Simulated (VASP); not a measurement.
# WAu: equation of state with PBE

WAu:

```
W Au
1.0
     0.00000    2.90921    2.90921
     2.90921    0.00000    2.90921
     2.90921    2.90921    0.00000
W Au
1 1
Direct
  0.00000 0.00000 0.00000
  0.75000 0.75000 0.75000
```

The cell was built by a generator and needn't be a form met in nature.

```yaml
Program: VASP 6.6.1
Task: equation of state
Functional: PBE
Potentials_or_basis: VASP PAW PBE potentials, release 64 (W_sv, Au)
Cutoff: 520 eV
k_mesh: 8 × 8 × 8
Occupations: fermi-dirac, width 0.05 eV
Spin: no spin polarisation
```

```json
{
  "Equilibrium volume": "24.64 Å³/atom",
  "Bulk modulus": "126 GPa",
  "Pressure derivative of the bulk modulus": "5.0"
}
```

Energy against volume, from the lowest point:
```
volume (Å³/atom)  energy (meV/atom)
          23.145              40.77
          23.637              17.62
          24.130               4.41
          24.622               0.00
          25.115               3.39
          25.607              13.72
          26.099              30.17
```

All runs of the series together: 78 s on 1 thread of Intel(R) Xeon(R) 6975P-C (Granite Rapids) (shared host).

The run has no spin-orbit coupling, so splittings on Au, W are missing.
